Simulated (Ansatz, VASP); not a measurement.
# SiCl3 in two plane-wave programs, part 2 of 3

One calculation is typed for both programs; each brings its own data sets. How far apart do they land? The cell is generated by rule, not measured, and may not be a known phase. The cell is taken from a series of runs on this material, whose earlier steps may have relaxed, scaled, displaced or heated it; both programs get it as it stands.

VASP 6.6.1 and Ansatz 0.2.0.

So far: Set-up; Ansatz: zone-centre phonons, PBE.

### Step 3. VASP: zone-centre phonons, PBE

Level of this step: PBE; plane waves and PAW (Si, Cl); invented cell (VASP).

The same cell, functional, mesh and smearing now go to VASP, with its own data sets.

Lines of VASP's logs that name or quote its potential files are left out, and so is its time.

Input file INCAR:

```
SYSTEM = SiCl3
PREC = Accurate
ENCUT = 500
EDIFF = 1E-08
NELM = 120
ISMEAR = 1
SIGMA = 0.2
LREAL = .FALSE.
ALGO = Normal
GGA = PE
NBANDS = 33
LORBIT = 11
LWAVE = .FALSE.
LCHARG = .FALSE.
ISIF = 2
IBRION = 8
LASPH = .TRUE.
GGA_COMPAT = .FALSE.
KPAR = 2
```

Input file POSCAR:

```
SiCl3
1.0
    9.4808409062      0.0000000000      0.0000000000
    0.0000000000      4.5078995975      0.0000000000
    0.0000000000      0.0000000000      6.5929209073
Si Cl
2 6
Direct
    0.7500000000      0.0000000000      0.0531896603
    0.2500000000      0.0000000000      0.9468103397
    0.7500000000      0.0000000000      0.3650420337
    0.2500000000      0.0000000000      0.6349579663
    0.5000000000      0.0000000000      0.0000000000
    0.0000000000      0.0000000000      0.0000000000
    0.7500000000      0.5000000000      0.9523331516
    0.2500000000      0.5000000000      0.0476668484
```

Input file KPOINTS:

```
Automatic mesh
0
Gamma
4 8 6
0 0 0
```

Potentials, in the order of the species: Si and Cl (PBE family, release 64).

The run is started by

```bash
$ mpirun -np 2 vasp_std
```

The log of the run:

```text
[banner, memory and clock lines left out]
running    2 mpi-ranks, on    1 nodes
 distrk:  each k-point on    1 cores,    2 groups
 distr:  one band on    1 cores,    1 groups

 POSCAR found type information on POSCAR SiCl
 POSCAR found :  2 types and       8 ions
 LDA part: xc-table for (Slater+PW92), standard interpolation
 POSCAR, INCAR and KPOINTS ok, starting setup
 FFT: planning ... GRIDC
 FFT: planning ... GRID_SOFT
 FFT: planning ... GRID
 WAVECAR not read
 entering main loop
       N       E                     dE             d eps       ncg     rms          rms(c)
DAV:   1     0.354473972137E+03    0.35447E+03   -0.19383E+04  3960   0.119E+03
DAV:   2     0.124113714355E+02   -0.34206E+03   -0.33139E+03  5473   0.226E+02
DAV:   3    -0.277484077406E+02   -0.40160E+02   -0.39877E+02  4879   0.873E+01
DAV:   4    -0.285919165479E+02   -0.84351E+00   -0.84151E+00  4917   0.150E+01
DAV:   5    -0.286160962419E+02   -0.24180E-01   -0.24169E-01  4954   0.261E+00    0.162E+01
DAV:   6    -0.278470705349E+02    0.76903E+00   -0.13542E+00  4764   0.486E+00    0.101E+01
DAV:   7    -0.278061196855E+02    0.40951E-01   -0.82120E-01  4844   0.380E+00    0.167E+00
DAV:   8    -0.277861196341E+02    0.20000E-01   -0.14651E-01  4662   0.178E+00    0.770E-01
DAV:   9    -0.277868825257E+02   -0.76289E-03   -0.93070E-03  5016   0.481E-01    0.318E-01
DAV:  10    -0.277869291639E+02   -0.46638E-04   -0.90501E-04  4849   0.152E-01    0.183E-01
DAV:  11    -0.277870361570E+02   -0.10699E-03   -0.21924E-04  4848   0.767E-02    0.620E-02
DAV:  12    -0.277870347327E+02    0.14243E-05   -0.21615E-05  5221   0.311E-02    0.329E-02
DAV:  13    -0.277870350496E+02   -0.31695E-06   -0.16740E-05  4906   0.195E-02    0.131E-02
DAV:  14    -0.277870357105E+02   -0.66093E-06   -0.16520E-06  4963   0.864E-03    0.838E-03
DAV:  15    -0.277870357233E+02   -0.12794E-07   -0.12728E-06  4763   0.566E-03    0.388E-03
DAV:  16    -0.277870358730E+02   -0.14970E-06   -0.14404E-07  4869   0.228E-03    0.306E-03
DAV:  17    -0.277870359111E+02   -0.38103E-07   -0.25471E-08  4032   0.877E-04    0.170E-03
DAV:  18    -0.277870359737E+02   -0.62527E-07   -0.18815E-08  3624   0.759E-04    0.664E-04
DAV:  19    -0.277870359719E+02    0.17967E-08   -0.72265E-09  2717   0.430E-04
   1 F= -.27787036E+02 E0= -.27788129E+02  d E =0.327911E-02
 Linear response reoptimize wavefunctions to high precision
DAV:   1    -0.277870359667E+02    0.51750E-08   -0.16027E-09  2834   0.206E-04
DAV:   2    -0.277870359668E+02   -0.84128E-10   -0.42235E-10  2646   0.970E-05
 Linear response DOF=          12
 Linear response progress:
  Degree of freedom:   1/ 12
       N       E                     dE             d eps       ncg     rms          rms(c)
RMM:   1    -0.263536628899E-01   -0.26354E-01   -0.73693E-03 11718   0.668E-01
RMM:   2    -0.213956339858E-01    0.49580E-02   -0.20989E-03  7658   0.196E-01    0.225E-01
RMM:   3    -0.208471489906E-01    0.54848E-03   -0.47717E-04  7971   0.724E-02    0.153E-01
RMM:   4    -0.205837706545E-01    0.26338E-03   -0.14121E-06  7986   0.492E-02    0.525E-02
RMM:   5    -0.205590654229E-01    0.24705E-04    0.48218E-05  7826   0.238E-02    0.966E-03
RMM:   6    -0.205737898095E-01   -0.14724E-04    0.34411E-05  7963   0.647E-03    0.389E-03
RMM:   7    -0.205852614584E-01   -0.11472E-04    0.19135E-05  7829   0.416E-03    0.140E-03
RMM:   8    -0.205859295586E-01   -0.66810E-06    0.11384E-05  8191   0.150E-03    0.726E-04
RMM:   9    -0.205865673490E-01   -0.63779E-06    0.58783E-06  8064   0.932E-04    0.212E-04
RMM:  10    -0.205871895067E-01   -0.62216E-06    0.30492E-06  8220   0.391E-04    0.888E-05
RMM:  11    -0.205875909385E-01   -0.40143E-06    0.12041E-06  8042   0.191E-04    0.353E-05
RMM:  12    -0.205876508454E-01   -0.59907E-07    0.62863E-07  8520   0.743E-05    0.109E-05
RMM:  13    -0.205876303688E-01    0.20477E-07    0.24055E-07  8467   0.548E-05    0.337E-06
RMM:  14    -0.205876303564E-01    0.12402E-10    0.16900E-07  8962   0.433E-05    0.145E-06
RMM:  15    -0.205876244335E-01    0.59229E-08    0.18330E-07  8646   0.413E-05    0.507E-07
RMM:  16    -0.205876238179E-01    0.61562E-09    0.17122E-07  7332   0.402E-05    0.196E-07
RMM:  17    -0.205876242445E-01   -0.42665E-09    0.16509E-07  7138   0.401E-05    0.615E-08
 first order change of Fermi-energy  -0.26904E-04
 force on displaced ion       1 direction 1 :  -2.890   0.000  -0.000
 Linear response progress:
  Degree of freedom:   2/ 12
       N       E                     dE             d eps       ncg     rms          rms(c)
RMM:   1    -0.199468828195E-01   -0.19947E-01    0.24567E-02 12611   0.672E-01
RMM:   2    -0.186473570703E-01    0.12995E-02   -0.12358E-03  8494   0.163E-01    0.221E-01
RMM:   3    -0.184352383469E-01    0.21212E-03   -0.10673E-04  8667   0.421E-02    0.130E-01
RMM:   4    -0.182471828153E-01    0.18806E-03   -0.11595E-04  8466   0.461E-02    0.130E-02
[...]
RMM:  11    -0.206996397508E+00    0.41958E-06   -0.70011E-07  7012   0.322E-04    0.603E-05
RMM:  12    -0.206996384241E+00    0.13266E-07   -0.54063E-08  7342   0.189E-04    0.243E-05
RMM:  13    -0.206996397987E+00   -0.13746E-07   -0.24560E-07  7389   0.161E-04    0.104E-05
RMM:  14    -0.206996392004E+00    0.59838E-08   -0.15406E-07  7666   0.150E-04    0.576E-06
[...]
RMM:   9    -0.197130904539E+00    0.56281E-07   -0.76943E-09  8462   0.154E-04    0.228E-05
RMM:  10    -0.197131098987E+00   -0.19445E-06   -0.59106E-09  8471   0.137E-04    0.475E-06
RMM:  11    -0.197131044947E+00    0.54040E-07    0.17919E-07  8839   0.123E-04    0.267E-06
RMM:  12    -0.197131050602E+00   -0.56551E-08    0.23370E-08  8584   0.120E-04    0.738E-07
 first order change of Fermi-energy   0.11245E-03
 force on displaced ion       5 direction 2 :   0.000  -1.913   0.000
 Linear response progress:
  Degree of freedom:   9/ 12
       N       E                     dE             d eps       ncg     rms          rms(c)
RMM:   1    -0.206762513979E+00   -0.20676E+00   -0.24042E-02  9615   0.182E+00
RMM:   2    -0.204587947123E+00    0.21746E-02   -0.40841E-03  7277   0.260E-01    0.741E-02
RMM:   3    -0.204801103812E+00   -0.21316E-03   -0.11706E-04  7827   0.484E-02    0.460E-02
RMM:   4    -0.205123995172E+00   -0.32289E-03   -0.39494E-05  8000   0.218E-02    0.894E-03
RMM:   5    -0.205123998105E+00   -0.29323E-08   -0.14746E-06  8079   0.482E-03    0.495E-03
RMM:   6    -0.205116062770E+00    0.79353E-05   -0.11096E-06  8042   0.303E-03    0.152E-03
RMM:   7    -0.205112900248E+00    0.31625E-05   -0.82333E-08  8143   0.997E-04    0.586E-04
RMM:   8    -0.205110030846E+00    0.28694E-05   -0.13717E-07  7989   0.682E-04    0.269E-04
RMM:   9    -0.205110683220E+00   -0.65237E-06   -0.41876E-08  8375   0.292E-04    0.710E-05
RMM:  10    -0.205110285650E+00    0.39757E-06   -0.13121E-07  8352   0.227E-04    0.225E-05
RMM:  11    -0.205110221228E+00    0.64422E-07   -0.18793E-07  8807   0.155E-04    0.160E-05
RMM:  12    -0.205110200983E+00    0.20244E-07   -0.13466E-07  8805   0.143E-04    0.566E-06
RMM:  13    -0.205110235109E+00   -0.34126E-07   -0.20417E-07  9244   0.134E-04    0.206E-06
RMM:  14    -0.205110230152E+00    0.49569E-08   -0.99053E-08  9119   0.131E-04    0.100E-06
 first order change of Fermi-energy   0.82875E-04
 force on displaced ion       5 direction 3 :  -0.790   0.000  -0.902
 Linear response progress:
  Degree of freedom:  10/ 12
       N       E                     dE             d eps       ncg     rms          rms(c)
RMM:   1    -0.209996883116E+00   -0.21000E+00   -0.47359E-03  9342   0.193E+00
RMM:   2    -0.208645979602E+00    0.13509E-02   -0.33301E-03  7376   0.258E-01    0.865E-02
RMM:   3    -0.208656014236E+00   -0.10035E-04   -0.12541E-04  7770   0.512E-02    0.504E-02
RMM:   4    -0.208820086092E+00   -0.16407E-03   -0.17402E-05  8019   0.199E-02    0.977E-03
RMM:   5    -0.208880891448E+00   -0.60805E-04   -0.16507E-06  8028   0.515E-03    0.237E-03
RMM:   6    -0.208889432809E+00   -0.85414E-05   -0.16365E-07  8038   0.122E-03    0.119E-03
RMM:   7    -0.208888590654E+00    0.84215E-06   -0.99284E-08  8020   0.808E-04    0.242E-04
RMM:   8    -0.208887128911E+00    0.14617E-05    0.32289E-09  8201   0.294E-04    0.103E-04
RMM:   9    -0.208886051126E+00    0.10778E-05   -0.24947E-08  8210   0.260E-04    0.469E-05
RMM:  10    -0.208886012427E+00    0.38700E-07   -0.72379E-08  8633   0.151E-04    0.260E-05
RMM:  11    -0.208886179795E+00   -0.16737E-06   -0.32573E-08  8540   0.148E-04    0.914E-06
RMM:  12    -0.208886085444E+00    0.94351E-07    0.15619E-07  9067   0.126E-04    0.425E-06
RMM:  13    -0.208886080119E+00    0.53251E-08   -0.11287E-07  9207   0.122E-04    0.136E-06
RMM:  14    -0.208886083238E+00   -0.31190E-08   -0.55891E-08  9340   0.119E-04    0.844E-07
 first order change of Fermi-energy   0.44805E-05
 force on displaced ion       7 direction 1 :  -2.788   0.000   0.001
 Linear response progress:
  Degree of freedom:  11/ 12
       N       E                     dE             d eps       ncg     rms          rms(c)
RMM:   1    -0.197309937855E+00   -0.19731E+00    0.66648E-02 11008   0.207E+00
RMM:   2    -0.194755185551E+00    0.25548E-02   -0.50933E-03  7998   0.325E-01    0.246E-01
RMM:   3    -0.195439320740E+00   -0.68414E-03   -0.66231E-04  7876   0.893E-02    0.129E-01
RMM:   4    -0.196043713045E+00   -0.60439E-03   -0.29335E-04  8102   0.542E-02    0.231E-02
RMM:   5    -0.195852556672E+00    0.19116E-03   -0.32813E-05  8072   0.198E-02    0.435E-03
RMM:   6    -0.195887254567E+00   -0.34698E-04   -0.11682E-06  8604   0.420E-03    0.216E-03
RMM:   7    -0.195907951289E+00   -0.20697E-04   -0.29512E-07  8373   0.204E-03    0.454E-04
RMM:   8    -0.195902067538E+00    0.58838E-05   -0.81710E-08  8847   0.636E-04    0.129E-04
RMM:   9    -0.195901041294E+00    0.10262E-05   -0.69097E-08  9226   0.279E-04    0.898E-05
RMM:  10    -0.195901089558E+00   -0.48264E-07   -0.98458E-08  9469   0.138E-04    0.513E-05
RMM:  11    -0.195901197154E+00   -0.10760E-06   -0.89566E-08  9561   0.115E-04    0.122E-05
RMM:  12    -0.195901321452E+00   -0.12430E-06   -0.27482E-08  9704   0.110E-04    0.266E-06
RMM:  13    -0.195901323542E+00   -0.20893E-08    0.17306E-08  9947   0.104E-04    0.146E-06
 first order change of Fermi-energy   0.28474E-03
 force on displaced ion       7 direction 2 :   0.000  -1.920   0.009
 Linear response progress:
  Degree of freedom:  12/ 12
       N       E                     dE             d eps       ncg     rms          rms(c)
RMM:   1    -0.205574824405E+00   -0.20557E+00   -0.62931E-03  8260   0.194E+00
RMM:   2    -0.203802062201E+00    0.17728E-02   -0.34444E-03  6149   0.264E-01    0.103E-01
RMM:   3    -0.203877578268E+00   -0.75516E-04   -0.12204E-04  6542   0.523E-02    0.581E-02
RMM:   4    -0.204054292176E+00   -0.17671E-03   -0.35274E-05  6822   0.234E-02    0.114E-02
RMM:   5    -0.204080780609E+00   -0.26488E-04   -0.17152E-06  6868   0.637E-03    0.391E-03
RMM:   6    -0.204076322165E+00    0.44584E-05   -0.38313E-07  6946   0.174E-03    0.182E-03
RMM:   7    -0.204076331589E+00   -0.94246E-08   -0.48800E-07  6864   0.118E-03    0.500E-04
RMM:   8    -0.204075333846E+00    0.99774E-06   -0.19807E-07  7095   0.554E-04    0.206E-04
RMM:   9    -0.204074808452E+00    0.52539E-06   -0.43972E-08  7015   0.390E-04    0.829E-05
RMM:  10    -0.204074845720E+00   -0.37268E-07   -0.18327E-07  7255   0.205E-04    0.406E-05
RMM:  11    -0.204074947993E+00   -0.10227E-06    0.18597E-08  7334   0.151E-04    0.932E-06
RMM:  12    -0.204074980667E+00   -0.32674E-07    0.48037E-08  7710   0.133E-04    0.373E-06
RMM:  13    -0.204074978760E+00    0.19068E-08    0.98082E-08  7780   0.128E-04    0.215E-06
 first order change of Fermi-energy  -0.27447E+00
 force on displaced ion       7 direction 3 :  -0.000   0.000  -2.895
 Linear response finished
```

(Continued in part 3 of 3.)

[Lines on the potential files, build, host, timing and source positions are cut from VASP's logs without a mark.]

[Logs are printed without paths, hosts, clocks, repeated set-up lines and the standing remarks that a program may print on its own settings, such as how far it seeks lower states.]

[Hosts, paths, dates, database ids (printed as entryN), source tags and the programs' standing remarks are cut or masked in the printed files.]
